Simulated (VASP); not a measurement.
VASP ran on this input.

### KPOINTS
```
Automatic mesh
0
Gamma
7 7 7
0 0 0
```

### INCAR
```
SYSTEM=SnO
PREC=Accurate; ENCUT=520; LREAL=.FALSE.
LASPH=.TRUE.
EDIFF=1E-6; NELM=100; ALGO=Normal
LMAXMIX=4
ISMEAR=0; SIGMA=0.05
GGA=PE
ISIF=2
LWAVE=.FALSE.; LCHARG=.FALSE.
```

POSCAR:
```
SnO
1
    2.8233190000     0.0000000000     0.0000000000
    0.0000000000     2.8233190000     0.0000000000
    0.0000000000     0.0000000000     2.8233190000
Sn O
1 1
Direct
  0.0000000000   0.0000000000   0.0000000000
  0.5000000000   0.5000000000   0.5000000000
```

POTCAR, in this order: Sn_d O (PBE.64 set). Program: vasp_std.

Problem. Translate this PBE calculation to Ansatz.

Solution. One equivalent input (not run):
Ansatz 0.2 input:
```yaml
crystal:
  lattice:
    - [2.8233190, 0.0000000, 0.0000000]
    - [0.0000000, 2.8233190, 0.0000000]
    - [0.0000000, 0.0000000, 2.8233190]
  atoms:
    - { symbol: Sn, position: [0.0000000, 0.0000000, 0.0000000] }
    - { symbol: O, position: [0.5000000, 0.5000000, 0.5000000] }
kpoints:
  mp_grid: { grid: [7, 7, 7] }
hamiltonian:
  xc: pbe
  pseudopotentials: { kind: paw }
scf:
  occupations: { method: gaussian, width: 0.05 }
  max_iter: 100
output: { forces: true, stress: true, eigenvalues: true }
```
The two are equivalent in intent, not identical: each code has its own PAW files, so the cut-off isn't converted (ENCUT is set for VASP's; basis.ecutwfc is left out, and Ansatz then takes the one that its files recommend); Ansatz stops its SCF on the density residual and VASP on the energy change (EDIFF).

The structure was generated: SnO was put into the CsCl type (Pm-3m), which need not be its known phase. The cell was not relaxed at this level. The k-mesh is coarse (spacing up to 0.32 per Å, 2π included), so the numbers may not be converged in it.
